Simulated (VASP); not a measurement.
```
CELL_PARAMETERS angstrom
      3.99473     0.00000     0.00000
     -1.99736     3.45953     0.00000
      0.00000     0.00000     4.89464
ATOMIC_POSITIONS crystal
  Si 0.33333 0.66667 0.25000
  Si 0.66667 0.33333 0.75000
  Ru 0.00000 0.00000 0.00000
  Ru 0.00000 0.00000 0.50000
  Ru 0.33333 0.66667 0.75000
  Ru 0.66667 0.33333 0.25000
```

The numbers are results of PBE GGA, VASP's PBE PAW potentials (set 64) (plane waves; VASP), not measurements. Numerical set-up: 300 eV cut-off, 5×5×4 Γ-centred mesh, Gaussian smearing of 0.050 eV, potentials Si Ru_pv.

At this cut-off the stress carries a Pulay error, which pulls relaxed volumes low.

Q: What does the run give for the energy per atom (σ→0), pressure, band gap (on the k-mesh) with the smallest direct gap where there is one?

A: 
```
Quantity                                                     Value
------------------------  ----------------------------------------
band gap (on the k-mesh)  none (metal, semimetal or under 0.01 eV)
energy per atom (σ→0)                       -746.3 kJ/mol of atoms
pressure                                                645.2 kbar
```

The absolute energy has meaning only against runs of the same code, potentials and settings.

The structure was generated: SiRu2 was put into an ordered model structure, which need not be its known phase. The cell was not relaxed at this level. The k-mesh is coarse (spacing up to 0.36 per Å, 2π included), so the numbers may not be converged in it.
